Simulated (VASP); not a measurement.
Input for VASP

### POSCAR
```
LiF
2.8230320
  0.0000000000   0.7071067561   0.7071067561
  0.7071067561   0.0000000000   0.7071067561
  0.7071067561   0.7071067561   0.0000000000
Li F
1 1
Cartesian
  0.0000000000   0.0000000000   0.0000000000
  0.7071067561   0.7071067561   0.7071067561
```

**KPOINTS**
```
K-points
0
Gamma
  14 14 14
```

INCAR:
```
SYSTEM = LiF
PREC = Accurate
ENCUT = 520
EDIFF = 1E-6
NELM = 100
ALGO = Normal
LREAL = .FALSE.
LASPH = .TRUE.
ISMEAR = 0
SIGMA = 0.01
LWAVE = .FALSE.
LCHARG = .FALSE.
ISIF = 2
```

POTCAR, in this order: Li_sv F (LDA.64 set). Program: vasp_std.

Problem. Write an equivalent input for Ansatz.

Solution. One equivalent input (not run):
Ansatz 0.2 input:
```yaml
crystal:
  lattice:
    - [0.0000000, 1.9961850, 1.9961850]
    - [1.9961850, 0.0000000, 1.9961850]
    - [1.9961850, 1.9961850, 0.0000000]
  atoms:
    - { symbol: Li, position: [0.0000000, 0.0000000, 0.0000000] }
    - { symbol: F, position: [0.5000000, 0.5000000, 0.5000000] }
kpoints:
  mp_grid: { grid: [14, 14, 14] }
hamiltonian:
  xc: lda
  pseudopotentials: { kind: paw }
scf:
  occupations: { method: gaussian, width: 0.01 }
  max_iter: 100
output: { forces: true, stress: true, eigenvalues: true }
```
What does not carry over: each code has its own PAW files, so the cut-off isn't converted (ENCUT is set for VASP's; basis.ecutwfc is left out, and Ansatz then takes the one that its files recommend); Ansatz stops its SCF on the density residual and VASP on the energy change (EDIFF); Ansatz's lda is the Perdew-Wang form, while the LDA potentials of VASP carry Perdew-Zunger's.

The structure comes from a computed database's LiF entry; how it stands against other phases isn't given here. The cell was not relaxed at this level. The run is one of a series of settings (ENCUT = 520 against the base run), some of them coarse on purpose.
